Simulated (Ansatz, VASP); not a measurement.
# Cross-check of GaP between VASP and Ansatz, part 2 of 2

Wanted: the spread between two codes on one cell, functional and k mesh. The cell is taken from a series of runs on this material, whose earlier steps may have relaxed, scaled, displaced or heated it; both programs get it as it stands.

VASP 6.6.1 and Ansatz 0.2.0.

So far: Starting point; VASP: G0W0 gap, r2SCAN.

**3. Ansatz: G0W0 gap, r2SCAN**

Level of this step: Ansatz beside VASP: Kohn-Sham DFT, plane waves, r2SCAN (Ansatz).

Ansatz runs on its PAW soft_1 files.

The same cell, functional and mesh now go to Ansatz, which takes its cutoff from its data sets.

File input.yaml:

```yaml
crystal:
  lattice:
    - [0.0, 2.72525, 2.72525]
    - [2.72525, 0.0, 2.72525]
    - [2.72525, 2.72525, 0.0]
  atoms:
    - { symbol: Ga, position: [0.0, 0.0, 0.0] }
    - { symbol: P, position: [0.25, 0.25, 0.25] }
kpoints:
  mp_grid: { grid: [6, 6, 6] }
hamiltonian:
  xc: r2scan
  pseudopotentials: { kind: paw, azcp: { folder: soft_1 } }
scf:
  occupations: { method: fixed }
gw:
  n_empty_bands: 91
  ecut_chi: 100
  qp_bands: [v2, c2]
  qp_kpoints: band_edges
  screening: { model: contour_deformation }
```

Started as:

```bash
$ ansatz run input.yaml --threads 3 --pin off --max-ram 92160MiB --backend cuda --events-out ev --progress --plain --runs-dir out --devices 1 --max-vram 13GiB
```

Numbers of over 12 decimals in the logs are rounded to 6 here.

The log of the run:

```text
GPUs: using 1 of 1 available (devices: 1).
Engine: ansatz 0.2.0, x86_64-unknown-linux-gnu
Pseudopotentials: kind: paw
Pseudopotential: Ga, paw, valence charge 13, recommended cutoff 500 eV (meta_gga), soft_1/Ga.paw.azcp
Pseudopotential: P, paw, valence charge 5, recommended cutoff 500 eV (meta_gga), soft_1/P.paw.azcp
Functional definition: r2SCAN
  parameter k0 = 0.174
  parameter k1 = 0.065
  parameter a1 = 4.9479
  exchange = r2scan_x(k0 = k0, k1 = k1, a1 = a1)
  correlation = r2scan_c
device memory: the entry about to start is reckoned to put 0.6 GiB on a device that reports 57.0 GiB free (of which the cap on the GPU budget leaves the run 13.0 GiB)
GPU FFT provider: cuFFT
GPU libraries: cuBLAS 13.8.2, cuFFT 12.4.0, cuSOLVER 12.3.4
Crystal: 2 atoms, lattice volume = 40.481 Å³
Basis set: ecut = 500 eV, 965 PW (Γ), exchange–correlation on 120×120×120 points (64 copies of the dense FFT grid, shifted against one another)
Bands: 13, of which v1, the nominal top of the filled ones, is band 9 counted from 1 (8 counted from 0)
Symmetry: 24 space group operations
Space group: F-43m (ITA 216), of the structure as read, at distance tolerance 3.4e-5 Å
k-points: 16 of 216 (time reversal used)
Non-local potential: Ga, projectors of the file, l = 0: 2, l = 1: 2, l = 2: 3, l = 3: 1
Non-local potential: P, projectors of the file, l = 0: 2, l = 1: 2, l = 2: 1
PAW form: soft (Blöchl's): semilocal exchange-correlation on the pseudo side does not see the compensation charge
PAW frozen core: Ga, regenerated for the run's functional (the file was generated under x = pbe(κ = 0.804, μ = 0.219515), c = pbe(β = 0.066725))
PAW frozen core: P, regenerated for the run's functional (the file was generated under x = pbe(κ = 0.804, μ = 0.219515), c = pbe(β = 0.066725))
PAW one-centre angular grid: Ga, 590 points (default); XC on 160 Gauss nodes
PAW one-centre angular grid: P, 302 points (default); XC on 160 Gauss nodes
Initial density: superposition of atomic densities (chi_scale 0.1, normalization cell, long waves kept (reshape's long-wave potential 0.00 eV rms))
Initial wavefunctions: pseudopotential atomic-orbital guess
GPU buffer pool allocated for 27000 grid points (all kernels)
GPU transforms: local potential and band sums: pruned to the plane-wave sphere, on 30×30×30
Functional: x = r2scan, c = r2scan; τ floored in thin density (d = 2e-4 eV/Å³)
SCF iter   1: F=—  HF=-4550.475266 eV  |F-HF|=—  |Δ(HF+E_count)|=         —  Δρ=5.03e-2  dr2=6.79e-1  dr2_τ=1.73e-2  ethr=3.10e-3  ⟨swp⟩=4.9  Hψ=1121  notcnv=0  defer=26
preconditioner: auto → none  [insulator: Δε(μ)=2.139 eV  Ē_g=16.233 eV  n_scr=14 (ndim 8)  ℏωp=24.8 eV  f_vac=0.000  ε∞_Penn≈3.3]
SCF iter   2: F=—  HF=-4550.454521 eV  |F-HF|=—  |Δ(HF+E_count)|=   2.07e-2  Δρ=2.33e-2  dr2=1.09e-1  dr2_τ=8.55e-4  ethr=3.10e-3  ⟨swp⟩=2.1  Hψ=391  notcnv=0  defer=26
SCF iter   3: F=—  HF=-4550.478596 eV  |F-HF|=—  |Δ(HF+E_count)|=   2.41e-2  Δρ=5.32e-3  dr2=7.93e-3  dr2_τ=4.15e-4  ethr=6.03e-4  ⟨swp⟩=2.0  Hψ=246  notcnv=0  defer=26
SCF iter   4: F=—  HF=-4550.477967 eV  |F-HF|=—  |Δ(HF+E_count)|=   6.29e-4  Δρ=8.15e-4  dr2=1.37e-4  dr2_τ=1.80e-6  ethr=4.41e-5  ⟨swp⟩=2.1  Hψ=305  notcnv=0  defer=27
SCF iter   5: F=—  HF=-4550.477934 eV  |F-HF|=—  |Δ(HF+E_count)|=   3.33e-5  Δρ=1.91e-4  dr2=1.56e-5  dr2_τ=2.54e-7  ethr=7.62e-7  ⟨swp⟩=2.0  Hψ=389  notcnv=0  defer=27
SCF iter   6: F=—  HF=-4550.477928 eV  |F-HF|=—  |Δ(HF+E_count)|=   5.93e-6  Δρ=7.35e-5  dr2=2.79e-6  dr2_τ=1.20e-8  ethr=8.67e-8  ⟨swp⟩=2.1  Hψ=347  notcnv=0  defer=5
SCF iter   7: F=—  HF=-4550.477927 eV  |F-HF|=—  |Δ(HF+E_count)|=   1.06e-6  Δρ=1.30e-5  dr2=1.01e-7  dr2_τ=2.99e-10  ethr=1.55e-8  ⟨swp⟩=2.0  Hψ=350  notcnv=0  defer=7
SCF iter   8: F=-4550.477927 eV  HF=-4550.477927 eV  |F-HF|=1.05e-9  |Δ(HF+E_count)|=   4.17e-8  Δρ=1.30e-6  dr2=1.08e-9  dr2_τ=5.09e-12  ethr=5.56e-10  ⟨swp⟩=5.2  Hψ=1023  notcnv=0
SCF 1 converged in 8 iterations: F = -4550.477927 eV  dr2 = 1.08e-9
  greatest PAW one-centre occupation: 0.993 electrons in one spin orbital (limit 2), on the Ga atom at site 0 (counted from 0), in its partial waves of l = 2
device memory: the entry about to start is reckoned to put 0.7 GiB on a device that reports 60.1 GiB free (of which the cap on the GPU budget leaves the run 13.0 GiB)
NSCF: frozen V_eff on 16 k-points, pencils in batches of 32, up to order 52
the band table was solved once the SCF had ended and its energy, with any forces and stress, was formed, with the checks that follow a solve (1284 applications of the Hamiltonian). They found nothing against the state; the energy, forces and stress were not computed again (output.eigenvalues in the input reference)
device memory: the entry about to start is reckoned to put 2.3 GiB on a device that reports 59.1 GiB free (of which the cap on the GPU budget leaves the run 13.0 GiB)
NSCF: frozen V_eff on 16 k-points
G₀W₀ screening: q 1/16
[... further progress lines ...]
device memory: the entry about to start is reckoned to put 0.4 GiB on a device that reports 47.5 GiB free (of which the cap on the GPU budget leaves the run 13.0 GiB)
NSCF: frozen V_eff on 1 k-points
device memory: the entry about to start is reckoned to put 0.4 GiB on a device that reports 47.5 GiB free (of which the cap on the GPU budget leaves the run 13.0 GiB)
NSCF: frozen V_eff on 1 k-points
SCF converged after 8 iterations
Free energy (F): -4550.477927 eV
Harris-Foulkes:  -4550.477927 eV  (|F-HF|=1.05e-9)
Internal energy: -4550.477927 eV  (E = F + TS)
E sigma→0 (E₀):  -4550.477927 eV
Fermi energy:    6.888977 eV
--- Per-component energies (eV) ---
  E_band       = -67.726571
  E_kinetic    = 180.143370
  E_local      = -1677.825524  (includes V_loc(G=0)·N_el)
  E_nonlocal   = -58.958957
  E_hartree    = 1018.487623
  E_xc         = -125.732350
  E_vxc        = -123.130626  (∫ρ·V_xc dr)
  E_paw        = -2573.203268  (= ΣΔE_a)
  E_vpaw       = -430.821590  (= ΣTr[D̂ρ^β])
  E_aug_tail   = 0.000030  (compensation charges beyond the density's cutoff)
  E_vtau       = 5.890447  (kinetic-family band-sum trace: ∫τ·v_τ [+ j·A + Jᵃ·Aᵃ] dr)
  E_ewald      = -1312.644944
  E_core_change = -0.743908  (= ΣΔE_core)
  E_smearing   = -0.000000  (= −TS)
  E_closure    = 0.000000  (closes the sum)
  Σ components = -4550.477927   (vs F -4550.477927, Δ=0.00e0)
--- Band table (eV; the first three rows and the last of 16) ---
  k-point 0: bands = [... 5 lower, -6.1354, 6.8890, 6.8890, 6.8890, 9.2549, 11.0600, 11.0600, 11.0600]
  k-point 1: bands = [... 5 lower, -5.7596, 4.4773, 6.5023, 6.5023, 9.7174, 11.6354, 11.6354, 12.3670]
  k-point 2: bands = [... 5 lower, -4.7668, 1.5297, 5.9401, 5.9401, 9.1655, 12.0269, 12.0269, 15.0710]
  k-point 15: bands = [... 5 lower, -2.9670, 0.0917, 3.3819, 3.5054, 10.6709, 10.8777, 14.9477, 14.9902]
--- G₀W₀: contour deformation, 6 samples at zero and on the imaginary axis and 1 off it, 216 q-points, 91 empty bands' worth ---
  eigenvalues of the whole cell's RPA ε∞ on this k-mesh (on a slab, of 1 + 4πα/V) = 10.0804, 10.0804, 10.0804; static W/v taken at q = 0 is 0.099203
  bands read: the sum over 100 bands ends inside a degenerate multiplet in 4 slots, whose members it reads at an even weight; the widest, k=0: bands 99 to 101 (counted from 1) at 2/3 each
  gw.qp_kpoints: band_edges: 9 of 16 stored k-points solved, in 1 pass; an edge of the gap read off the rows below is read off those points alone
    valence top: of the k-points left out ik 8 came nearest to being solved in a further pass, in band 9 (counted from 1, as in the quasiparticle table): it holds the edge there only if its correction is more favourable than any solved in that band by at least 0.536 eV; those differ by 0.053 eV
    conduction bottom: of the k-points left out ik 11 came nearest to being solved in a further pass, in band 10 (counted from 1, as in the quasiparticle table): it holds the edge there only if its correction is more favourable than any solved in that band by at least 0.902 eV; those differ by 0.270 eV
    ik  band        ε_KS         Σx   Σc(E_QP)       V_xc       Z   E_QP_lin       E_QP  E_QP is
     0     8      6.8890   -17.2187     1.3153   -15.5790  0.7782     6.5636     6.5645  root
     0     9      6.8890   -17.2187     1.3153   -15.5790  0.7782     6.5636     6.5645  root
     0    10      9.2549   -10.4928    -4.0316   -14.7871  0.7891     9.5183     9.5176  root
     0    11     11.0600    -7.4153    -4.1792   -11.9008  0.7858    11.3675    11.3664  root
     1     8      6.5023   -16.9011     1.3951   -15.1771  0.7767     6.1725     6.1735  root
     1     9      6.5023   -16.9011     1.3951   -15.1771  0.7767     6.1725     6.1735  root
     1    10      9.7174    -9.2568    -4.0215   -13.5701  0.7887    10.0100    10.0092  root
     1    11     11.6354    -7.5392    -4.3408   -12.1789  0.7787    11.9354    11.9342  root
     2     8      5.9401   -16.6947     1.5872   -14.7657  0.7732     5.5969     5.5982  root
     2     9      5.9401   -16.6947     1.5872   -14.7657  0.7732     5.5969     5.5982  root
     2    10      9.1655    -9.1281    -3.8561   -13.2488  0.7931     9.4309     9.4302  root
     2    11     12.0269    -7.1699    -4.4460   -11.8742  0.7769    12.2862    12.2852  root
     3     8      5.7172   -16.6523     1.6720   -14.6334  0.7716     5.3690     5.3703  root
     3     9      5.7172   -16.6523     1.6720   -14.6334  0.7716     5.3690     5.3703  root
     3    10      8.9319    -9.2420    -3.7931   -13.2924  0.7942     9.1898     9.1892  root
     3    11     11.9235    -6.9673    -4.3980   -11.6009  0.7799    12.1599    12.1591  root
     4     8      5.8461   -16.4575     1.5595   -14.5534  0.7732     5.5002     5.5015  root
     4     9      5.8461   -16.4575     1.5595   -14.5534  0.7732     5.5002     5.5015  root
     4    10      9.9468    -7.8099    -3.9556   -12.0482  0.7910    10.2303    10.2295  root
     4    11     11.1689    -9.1181    -4.2657   -13.5649  0.7794    11.3506    11.3501  root
     6     8      4.2515   -16.1287     2.0146   -13.7469  0.7587     3.8823     3.8843  root
     6     9      5.1905   -16.3677     1.8180   -14.1900  0.7675     4.8291     4.8308  root
     6    10      9.9607    -8.4205    -3.9523   -12.5995  0.7901    10.1879    10.1873  root
     6    11     11.9463    -7.4658    -4.4565   -12.1208  0.7746    12.1454    12.1448  root
[...]
10     8      3.4557   -15.6442     2.3563   -12.8947  0.7463     3.0600     3.0624  root
    10     9      4.4033   -16.1264     2.0923   -13.6594  0.7595     4.0264     4.0286  root
    10    10      9.2180    -7.3567    -3.7578   -11.2396  0.7984     9.3432     9.3431  root
    10    11     10.7540    -7.5541    -4.1547   -11.8802  0.7850    10.9257    10.9254  root
    12     8      4.0843   -16.0487     2.2074   -13.4638  0.7551     3.7047     3.7068  root
    12     9      4.0843   -16.0487     2.2074   -13.4638  0.7551     3.7047     3.7068  root
    12    10      8.7940    -6.8156    -3.6437   -10.4812  0.8035     8.8159     8.8159  root
    12    11      8.9807    -7.8567    -3.7407   -11.7972  0.7966     9.1809     9.1805  root
```

**4. Side by side**

Known differences besides the potentials themselves: VASP keeps PBE cores, Ansatz makes them for the functional; fixed occupations in Ansatz, narrow Gaussian smearing in VASP; the cutoff is 500 eV in Ansatz and 430 eV in VASP; Ansatz integrates over frequency by contour deformation, VASP on a grid of NOMEGA points; Ansatz's G0W0 levels solve the quasiparticle equation, VASP's are linearised. Total energies have different zeros and are not compared.

Both answers:

```tsv
quantity	Ansatz	VASP	difference
G0W0 gap on the mesh (eV)	2.25	2.25	0.00
Kohn-Sham gap under it (eV)	1.91	1.91	0.00
```

**5. Outcome**

| Item | Value |
| --- | --- |
| difference in G0W0 gap on the mesh (G0W0 gap, r2SCAN) | 0.0013 eV |

**Reading.** The difference in G0W0 gap on the mesh is 0.0013 eV (G0W0 gap, r2SCAN). Such differences can come from data sets, numerical settings and the points named under the comparisons, not from the functional's error against experiment.

[Lines on the potential files, build, host, timing and source positions are cut from VASP's logs without a mark.]

[Logs are printed without paths, hosts, clocks, repeated set-up lines and the standing remarks that a program may print on its own settings, such as how far it seeks lower states.]

[Hosts, paths, dates, database ids (printed as entryN), source tags and the programs' standing remarks are cut or masked in the printed files.]
